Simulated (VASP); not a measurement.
Computed with RPBE GGA, VASP's PBE PAW potentials (set 64) (plane waves; VASP).

VASP input:

**INCAR**
```
# general
SYSTEM  = MoSi2
PREC    = Accurate
ENCUT   = 520   # plane-wave cut-off (eV)
LREAL   = F
LASPH   = T   # aspherical one-centre terms

# electronic loop
EDIFF   = 1E-7   # SCF stop (eV)
NELM    = 100   # most electronic steps
ALGO    = Normal   # blocked Davidson
LMAXMIX = 4

# smearing
ISMEAR  = 1
SIGMA   = 0.1

# functional
GGA     = RP

# ions
IBRION  = 2
NSW     = 30   # most ionic steps
ISIF    = 4   # ions and shape, fixed volume
EDIFFG  = -0.01   # ionic stop

# output
LWAVE   = F
LCHARG  = F
```

KPOINTS:
```
kpoints
0
gamma
13 13 13
```

**POSCAR**
```
MoSi2
1
   -1.6466534389     1.6466534389     4.0289959053
    1.6466534389    -1.6466534389     4.0289959053
    1.6466534389     1.6466534389    -4.0289959053
Si Mo
2 1
Direct
  0.6649941620   0.6649941620   0.0000000000
  0.3350058380   0.3350058380   0.0000000000
  0.0000000000   0.0000000000   0.0000000000
```

POTCAR, in this order: Si Mo_sv (PBE.64 set). Program: vasp_std.

Output

File OSZICAR:
```
       N       E                     dE             d eps       ncg     rms          rms(c)
DAV:   1     0.121983197203E+03    0.12198E+03   -0.11390E+04  5904   0.139E+03
DAV:   2    -0.196926140152E+02   -0.14168E+03   -0.13987E+03  7196   0.332E+02
DAV:   3    -0.229163186622E+02   -0.32237E+01   -0.31695E+01  7940   0.442E+01
DAV:   4    -0.229339293589E+02   -0.17611E-01   -0.17580E-01  6643   0.375E+00
DAV:   5    -0.229340882006E+02   -0.15884E-03   -0.15883E-03  8094   0.339E-01    0.177E+01
DAV:   6    -0.222066136106E+02    0.72747E+00   -0.89681E+00  6888   0.194E+01    0.422E+00
DAV:   7    -0.220333654699E+02    0.17325E+00   -0.15676E+00  6636   0.762E+00    0.375E+00
DAV:   8    -0.219978095274E+02    0.35556E-01   -0.14058E-01  6958   0.312E+00    0.446E-01
DAV:   9    -0.219972099898E+02    0.59954E-03   -0.28799E-03  7413   0.491E-01    0.288E-01
DAV:  10    -0.219972386941E+02   -0.28704E-04   -0.11081E-03  7231   0.303E-01    0.694E-02
DAV:  11    -0.219972064019E+02    0.32292E-04   -0.49363E-04  6769   0.169E-01    0.445E-02
DAV:  12    -0.219971988421E+02    0.75597E-05   -0.34227E-05  6820   0.416E-02    0.138E-02
DAV:  13    -0.219971980431E+02    0.79897E-06   -0.30502E-06  7581   0.992E-03    0.217E-03
DAV:  14    -0.219971978586E+02    0.18457E-06   -0.22713E-07  4883   0.322E-03    0.892E-04
DAV:  15    -0.219971978295E+02    0.29039E-07   -0.94845E-09  3129   0.708E-04
   1 F= -.21997198E+02 E0= -.21997131E+02  d E =-.219972E+02
       N       E                     dE             d eps       ncg     rms          rms(c)
DAV:   1    -0.220029212483E+02   -0.57234E-02   -0.18725E-01  6139   0.416E+00    0.380E-01
DAV:   2    -0.219994910975E+02    0.34302E-02   -0.64000E-03  7483   0.663E-01    0.190E-01
DAV:   3    -0.219985668278E+02    0.92427E-03   -0.28547E-03  7602   0.419E-01    0.661E-02
DAV:   4    -0.219985381461E+02    0.28682E-04   -0.21711E-04  6657   0.105E-01    0.245E-02
DAV:   5    -0.219985352230E+02    0.29231E-05   -0.11362E-05  7091   0.222E-02    0.116E-02
DAV:   6    -0.219985349977E+02    0.22530E-06   -0.19513E-06  7770   0.934E-03    0.228E-03
DAV:   7    -0.219985349386E+02    0.59059E-07   -0.14962E-07  4036   0.303E-03
   2 F= -.21998535E+02 E0= -.21998408E+02  d E =-.133711E-02
       N       E                     dE             d eps       ncg     rms          rms(c)
DAV:   1    -0.219986329493E+02   -0.97952E-04   -0.29565E-03  6132   0.522E-01    0.477E-02
DAV:   2    -0.219985784591E+02    0.54490E-04   -0.10311E-04  7490   0.832E-02    0.238E-02
DAV:   3    -0.219985635438E+02    0.14915E-04   -0.44773E-05  7546   0.521E-02    0.861E-03
DAV:   4    -0.219985629960E+02    0.54785E-06   -0.36849E-06  6706   0.137E-02    0.310E-03
DAV:   5    -0.219985629566E+02    0.39344E-07   -0.19172E-07  5604   0.290E-03
   3 F= -.21998563E+02 E0= -.21998443E+02  d E =-.136513E-02
       N       E                     dE             d eps       ncg     rms          rms(c)
DAV:   1    -0.219988949870E+02   -0.33199E-03   -0.11909E-02  6874   0.939E-01    0.788E-02
DAV:   2    -0.219987461477E+02    0.14884E-03   -0.44503E-04  7119   0.162E-01    0.400E-02
DAV:   3    -0.219987085554E+02    0.37592E-04   -0.11514E-04  7280   0.806E-02    0.153E-02
DAV:   4    -0.219987046702E+02    0.38852E-05   -0.18202E-05  7301   0.309E-02    0.562E-03
DAV:   5    -0.219987046208E+02    0.49334E-07   -0.10226E-06  6587   0.649E-03    0.317E-03
DAV:   6    -0.219987046417E+02   -0.20832E-07   -0.78376E-08  3577   0.204E-03
   4 F= -.21998705E+02 E0= -.21998580E+02  d E =-.141685E-03
```

### OUTCAR
```
------------------------ aborting loop because EDIFF is reached ----------------------------------------
  FORCE on cell =-STRESS in cart. coord.  units (eV):
  Direction    XX          YY          ZZ          XY          YZ          ZX
  --------------------------------------------------------------------------------------
  Total       -2.7693136     -2.7693136     -2.7547804      0.0000000     -0.0000000      0.0000000
  in kB     -101.5363356   -101.5363356   -101.0034787      0.0000000     -0.0000000      0.0000000
  external PRESSURE =    -101.3587166 kB  Pullay stress =       0.0000000 kB
  volume of cell :       43.70
      direct lattice vectors                 reciprocal lattice vectors
    -1.648981245  1.648981245  4.017628764     0.000000000  0.303217518  0.124451518
     1.648981245 -1.648981245  4.017628764     0.303217518  0.000000000  0.124451518
     1.648981245  1.648981245 -4.017628764     0.303217518  0.303217518  0.000000000
 POSITION                                       TOTAL-FORCE (eV/Angst)
 -----------------------------------------------------------------------------------
      0.00000      0.00000      5.33590        -0.000000     -0.000000     -0.004688
      1.64898      1.64898     -1.31827         0.000000      0.000000      0.004688
      0.00000      0.00000      0.00000        -0.000000     -0.000000     -0.000000
 -----------------------------------------------------------------------------------
    total drift:                               -0.000000      0.000000     -0.000000
  FREE ENERGIE OF THE ION-ELECTRON SYSTEM (eV)
  ---------------------------------------------------
  free  energy   TOTEN  =       -21.9987046417 eV

  energy  without entropy=      -21.9983293753  energy(sigma->0) =      -21.99857955

 reached required accuracy - stopping structural energy minimisation
```
(Selected blocks of OUTCAR.)

File CONTCAR:
```
MoSi2
   1.00000000000000
    -1.6489812450037542    1.6489812450037542    4.0176287639319250
     1.6489812450037542   -1.6489812450037542    4.0176287639319250
     1.6489812450037542    1.6489812450037542   -4.0176287639319250
  Si              Mo
     2     1
Direct
     0.6640608160329331    0.6640608160329331    0.0000000000000000
     0.3359391839670669    0.3359391839670669    1.0000000000000000
     0.0000000000000000    0.0000000000000000    0.0000000000000000
```

**OUTCAR**
```
 val. band max:       11.0992594097   @ k =  -0.4615  -0.4615   0.3077

 cond. band min:      11.1231281410   @ k =   0.0769   0.0000  -0.0000


 Fermi energy:        11.1180985559

 k-point     1 :       0.0000    0.0000    0.0000
  band No.  band energies     occupation
      1     -49.7081      2.00000
      2     -23.7976      2.00000
      3     -23.7753      2.00000
      4     -23.7753      2.00000
      5      -1.6405      2.00000
      6       5.2344      2.00000
      7       7.6865      2.00000
      8       8.4514      2.00000
      9       8.7351      2.00000
     10       8.7351      2.00000
     11      11.4165     -0.00020
     12      13.8415      0.00000
     13      14.3376      0.00000
     14      14.3376      0.00000
     15      14.5887      0.00000

 k-point     2 :       0.0769    0.0000   -0.0000
  band No.  band energies     occupation
      1     -49.7074      2.00000
      2     -23.7968      2.00000
      3     -23.7858      2.00000
      4     -23.7743      2.00000
      5      -1.5408      2.00000
      6       5.2186      2.00000
      7       7.4327      2.00000
      8       8.4488      2.00000
      9       8.8020      2.00000
     10       8.8691      2.00000
     11      11.1231      0.91499
     12      13.4258      0.00000
     13      13.8415      0.00000
     14      14.6405      0.00000
     15      14.7453      0.00000

 k-point     3 :       0.1538    0.0000   -0.0000
  band No.  band energies     occupation
      1     -49.7055      2.00000
      2     -23.8148      2.00000
      3     -23.7946      2.00000
      4     -23.7716      2.00000
      5      -1.2456      2.00000
      6       5.1305      2.00000
      7       6.9434      2.00000
      8       8.3745      2.00000
      9       8.9922      2.00000
     10       9.0786      2.00000
     11      10.5372      2.00000
     12      12.7972     -0.00000
     13      13.2103      0.00000
     14      15.0151      0.00000
     15      15.0671      0.00000
...
```

The compound is MoSi2 in the MoSi2 type structure. This cell is one point of a volume scan, at 1.06 of the reference volume. Symmetry was kept, so distortions that lower it aren't found.
